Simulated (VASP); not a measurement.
Data:

```
CELL_PARAMETERS angstrom
      1.59500    -2.76262     0.00000
      1.59500     2.76262     0.00000
      0.00000     0.00000     5.19000
ATOMIC_POSITIONS crystal
  Ga 0.66667 0.33333 0.50000
  Ga 0.33333 0.66667 0.00000
  N  0.66667 0.33333 0.87700
  N  0.33333 0.66667 0.37700
```

All values below come from PBE GGA, VASP's PBE PAW potentials (set 64) (plane waves; VASP). Numerical set-up: 800 eV cut-off, 9×9×5 Γ-centred mesh, Gaussian smearing of 0.050 eV, potentials Ga_d N_h.

Give the stress tensor in GPa (positive for a compressed cell).

```
3.88  0.00  0.00
0.00  3.88  0.00
0.00  0.00  4.22
```
The pressure is its mean diagonal, 3.99 GPa.

The compound is GaN in the wurtzite structure. The cell was not relaxed at this level. The run is one of a series of settings (ENCUT = 800, POTCAR Ga_d N_h (PBE.64 set) against the base run), some of them coarse on purpose.
